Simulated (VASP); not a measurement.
An input for Ansatz (written as the equivalent of a VASP run, and not itself run):

Ansatz 0.2 input:
```yaml
crystal:
  lattice:
    - [2.2790155, -3.9473709, 0.0000000]
    - [2.2790155, 3.9473709, 0.0000000]
    - [0.0000000, 0.0000000, 7.1789976]
  atoms:
    - { symbol: Mg, position: [1.0000000, 0.0000000, 0.0000000] }
    - { symbol: Mg, position: [0.3333330, 0.6666670, 0.6329262] }
    - { symbol: Mg, position: [0.6666670, 0.3333330, 0.3670738] }
    - { symbol: Sb, position: [0.3333330, 0.6666670, 0.2238881] }
    - { symbol: Sb, position: [0.6666670, 0.3333330, 0.7761119] }
kpoints:
  mp_grid: { grid: [6, 6, 4] }
hamiltonian:
  xc: pbesol
  pseudopotentials: { kind: paw }
scf:
  occupations: { method: tetrahedron }
  max_iter: 100
output: { forces: true, stress: true, eigenvalues: true }
```

Translate this input to VASP (INCAR, KPOINTS, POSCAR, choice of POTCAR).

This is not unique; one that fits is 
INCAR:
```
# general
SYSTEM =Mg3Sb2
PREC   =Accurate
ENCUT  =400
LREAL  =.FALSE.   # projection in real space or not
LASPH  =.TRUE.

# electronic loop
EDIFF  =1E-7   # SCF stop (eV)
NELM   =100   # most electronic steps
ALGO   =Normal   # blocked Davidson
LMAXMIX=4

# smearing
ISMEAR =-5

# functional
GGA    =PS

# ions
ISIF   =2

# output
LWAVE  =.FALSE.
LCHARG =.TRUE.
LORBIT =11   # lm-projected
NEDOS  =601   # DOS grid
```

### POSCAR
```
Mg3Sb2
1.0
  2.2790155319  -3.9473708510   0.0000000000
  2.2790155319   3.9473708510   0.0000000000
  0.0000000000   0.0000000000   7.1789975722
Mg Sb
3 2
Cart
  2.2790155319  -3.9473708510   0.0000000000
  2.2790155319   1.3157929152   4.5437758377
  2.2790155319  -1.3157929152   2.6352217345
  2.2790155319   1.3157929152   1.6072921996
  2.2790155319  -1.3157929152   5.5717053726
```

**KPOINTS**
```
Automatic mesh
0
Gamma
6 6 4
0 0 0
```

POTCAR, in this order: Mg Sb (PBE.64 set). Program: vasp_std.

The two are equivalent in intent, not identical: each code has its own PAW files, so the cut-off isn't converted (ENCUT is set for VASP's; basis.ecutwfc is left out, and Ansatz then takes the one that its files recommend); Ansatz stops its SCF on the density residual and VASP on the energy change (EDIFF).

The compound is Mg3Sb2 in the a-la2o3 structure. It was relaxed first.
